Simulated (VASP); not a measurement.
A VASP calculation is set up with these files.

File POSCAR:
```
Li2Se
1
    0.0000000000     3.0660900000     2.9618620000
    3.0683660000     0.0000000000     2.9618620000
    3.0683660000     3.0660900000     0.0000000000
Li Se
2 1
Direct
  0.2500000000   0.2500000000   0.2500000000
  0.7500000000   0.7500000000   0.7500000000
 -0.0115830000   0.0115830000   0.0115830000
```

### KPOINTS
```
Automatic
0
Gamma
  6 6 6
```

### INCAR
```
LMAXMIX=4   ! l cut-off of mixed one-centre charges
PREC=Accurate
LREAL=.False.   ! projection in real space or not
SIGMA=0.05   ! width (eV)
ISMEAR=0
GGA=PE   ! PBE
LCHARG=.False.
LWAVE=.False.
NELM=100   ! most electronic steps
SYSTEM=Li2Se
ALGO=VeryFast
LASPH=.True.   ! aspherical one-centre terms
ENCUT=520   ! plane-wave cut-off (eV)
EDIFF=1E-6   ! SCF stop (eV)
ISIF=2   ! forces and stress, cell fixed
```

POTCAR, in this order: Li_sv Se (PBE.64 set). Program: vasp_std.

### Question
Translate this PBE calculation to Ansatz.

### Answer
One equivalent input (not run):
Ansatz 0.2 input:
```yaml
crystal:
  lattice:
    - [0.0000000, 3.0660900, 2.9618620]
    - [3.0683660, 0.0000000, 2.9618620]
    - [3.0683660, 3.0660900, 0.0000000]
  atoms:
    - { symbol: Li, position: [0.2500000, 0.2500000, 0.2500000] }
    - { symbol: Li, position: [0.7500000, 0.7500000, 0.7500000] }
    - { symbol: Se, position: [-0.0115830, 0.0115830, 0.0115830] }
kpoints:
  mp_grid: { grid: [6, 6, 6] }
hamiltonian:
  xc: pbe
  pseudopotentials: { kind: paw }
scf:
  occupations: { method: gaussian, width: 0.05 }
  max_iter: 100
output: { forces: true, stress: true, eigenvalues: true }
```
What does not carry over: each code has its own PAW files, so the cut-off isn't converted (ENCUT is set for VASP's; basis.ecutwfc is left out, and Ansatz then takes the one that its files recommend); Ansatz stops its SCF on the density residual and VASP on the energy change (EDIFF).

The compound is Li2Se in the antifluorite structure. The cell was not relaxed at this level, atoms are displaced from their ideal sites. The run is one of a series of settings (ALGO = VeryFast against the base run), some of them coarse on purpose.
